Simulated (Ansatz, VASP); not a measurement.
## NaLiICl: VASP beside Ansatz

```
Na Li I Cl
1.0
     3.92797    0.00000    0.00000
     0.00000    3.92797    0.00000
     0.00000    0.00000    5.71812
Na Li I Cl
1 1 1 1
Direct
  0.50000 0.50000 0.50000
  0.00000 0.00000 0.00000
  0.50000 0.50000 0.00000
  0.00000 0.00000 0.50000
```

Change from the starting cell: strain -0.040 along x and y, -0.080 along z, atoms carried along.

Alike in both runs: task single point; functional LDA; k mesh 6 × 6 × 4; occupations gaussian, width 0.05 eV; no spin polarisation.

```csv
,VASP,Ansatz
version,VASP 6.6.1,Ansatz 0.2.0
potentials or method,"VASP PAW LDA potentials, release 64 (Na_pv, Li_sv, I, Cl)","scalar-relativistic, plane waves, PAW"
plane-wave cutoff (eV),520,420
valence electrons in the cell,24,36
```

```tsv
	VASP	Ansatz	Ansatz less VASP
gap on the k mesh at the Fermi level (eV)	4.43	4.42	-0.009
least direct gap on the mesh (eV)	4.54	4.56	+0.015
```

The two sets of potentials don't hold the same shells in valence.

Caveats: spin-orbit coupling is left out, which moves the levels of the heavy elements. A k mesh can miss the band edges.
